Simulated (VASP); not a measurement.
Data:

```
K
1.0
   -2.60615     2.60615     2.60615
    2.60615    -2.60615     2.60615
    2.60615     2.60615    -2.60615
K
1
Direct
  0.00000   0.00000   0.00000
```

Level of theory: PBEsol GGA, VASP's PBE PAW potentials (set 64) (plane waves; VASP). Run with 500 eV cut-off, 10×10×10 Γ-centred mesh, first-order Methfessel-Paxton smearing of 0.10 eV, potentials K_sv.

Energy and stress use the plane-wave basis of the starting cell.

Q: The ions, cell shape and volume at an external pressure of 5.0 GPa are relaxed. Which structure does the run end with?

A: 
```
K
1.0
   -2.20084     2.20084     2.20084
    2.20084    -2.20084     2.20084
    2.20084     2.20084    -2.20084
K
1
Direct
  0.00000   0.00000   0.00000
```
Space group Im-3m (229), at a tolerance of 0.03 Å.

Q: How do energy and volume change from the first to the last step?

A: The energy (σ→0) changes by +289.5 meV/atom and the volume by -39.8 %, in 17 ionic steps.

The compound is K in the bcc structure. This run relaxes it under an external pressure of 5 GPa. Symmetry was kept, so distortions that lower it aren't found.
